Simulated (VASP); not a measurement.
Given:

```
PbS
1.0
    0.00000     2.99462     2.99462
    2.99462     0.00000     2.99462
    2.99462     2.99462     0.00000
Pb S
1 1
Direct
  0.00000   0.00000   0.00000
  0.50000   0.50000   0.50000
```

Calculation: optB88-vdW, VASP's PBE PAW potentials (set 64) (plane waves; VASP 6.6.1). Run with 520 eV cut-off, 9×9×9 Γ-centred mesh, tetrahedra with Blöchl corrections, potentials Pb_d S.

Question: What does the run give for the energy per atom (σ→0)?

Answer: 
- energy per atom (σ→0): -199.6 kJ/mol of atoms

Total energies compare only between runs with the same potentials, cut-off and functional.

The compound is PbS in the rock salt structure. It was relaxed first.
